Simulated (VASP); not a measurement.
Method: PBE GGA with D4 dispersion, VASP's PBE PAW potentials (set 64) (plane waves; VASP).

VASP ran on this input.

INCAR:
```
ALGO = Normal
EDIFF = 1E-7
ENCUT = 520
GGA = PE
ISIF = 2
ISMEAR = 0
IVDW = 13
LASPH = .TRUE.
LCHARG = .FALSE.
LMAXMIX = 4
LREAL = .FALSE.
LWAVE = .FALSE.
NELM = 100
PREC = Accurate
SIGMA = 0.05
SYSTEM = BAs
```

KPOINTS:
```
K-points
0
gamma
 10 10 10
```

POSCAR:
```
BAs
1
    0.0000000000     2.3342593485     2.3342593485
    2.3342593485     0.0000000000     2.3342593485
    2.3342593485     2.3342593485     0.0000000000
B As
1 1
Direct
  0.0000000000   0.0000000000   0.0000000000
  0.2500000000   0.2500000000   0.2500000000
```

POTCAR, in this order: B As (PBE.64 set). Program: vasp_std.

What VASP printed:

**OSZICAR**
```
       N       E                     dE             d eps       ncg     rms          rms(c)
DAV:   1     0.139225291604E+02    0.13923E+02   -0.40579E+03   752   0.900E+02
DAV:   2    -0.117742437921E+02   -0.25697E+02   -0.23915E+02  1136   0.109E+02
DAV:   3    -0.120876454684E+02   -0.31340E+00   -0.31340E+00   864   0.166E+01
DAV:   4    -0.120880963088E+02   -0.45084E-03   -0.45084E-03  1136   0.642E-01
DAV:   5    -0.120880963785E+02   -0.69668E-07   -0.69641E-07   856   0.745E-03    0.545E+00
DAV:   6    -0.113903803148E+02    0.69772E+00   -0.20990E+00   792   0.779E+00    0.269E+00
DAV:   7    -0.113127282677E+02    0.77652E-01   -0.27265E-01  1072   0.313E+00    0.101E+00
DAV:   8    -0.113048569044E+02    0.78714E-02   -0.22658E-02   808   0.108E+00    0.131E-01
DAV:   9    -0.113051981900E+02   -0.34129E-03   -0.56285E-04   960   0.203E-01    0.784E-02
DAV:  10    -0.113053726356E+02   -0.17445E-03   -0.27799E-04   904   0.125E-01    0.178E-02
DAV:  11    -0.113053773316E+02   -0.46961E-05   -0.96534E-06  1104   0.253E-02    0.161E-02
DAV:  12    -0.113053766852E+02    0.64643E-06   -0.23281E-06   808   0.107E-02    0.267E-03
DAV:  13    -0.113053766756E+02    0.96388E-08   -0.79938E-08   632   0.225E-03
   1 F= -.12110213E+02 E0= -.12110213E+02  d E =-.108417E-15
```

OUTCAR:
```
------------------------ aborting loop because EDIFF is reached ----------------------------------------
  Edisp (eV):   -0.80484
  FORCE on cell =-STRESS in cart. coord.  units (eV):
  Direction    XX          YY          ZZ          XY          YZ          ZX
  --------------------------------------------------------------------------------------
  Total       1.57586     1.57586     1.57586    -0.00000     0.00000     0.00000
  in kB      99.25485    99.25485    99.25485    -0.00000     0.00000     0.00000
  external pressure =       99.25 kB  Pullay stress =        0.00 kB
  volume of cell :       25.44
      direct lattice vectors                 reciprocal lattice vectors
     0.000000000  2.334259348  2.334259348    -0.214200706  0.214200706  0.214200706
     2.334259348  0.000000000  2.334259348     0.214200706 -0.214200706  0.214200706
     2.334259348  2.334259348  0.000000000     0.214200706  0.214200706 -0.214200706
  FREE ENERGIE OF THE ION-ELECTRON SYSTEM (eV)
  ---------------------------------------------------
  free  energy   TOTEN  =       -12.1102131162 eV

  energy  without entropy=      -12.1102131162  energy(sigma->0) =      -12.11021312
```
(Selected blocks of OUTCAR.)

The compound is BAs in the zinc blende structure. This cell is one point of a volume scan, at 0.94 of the reference volume.
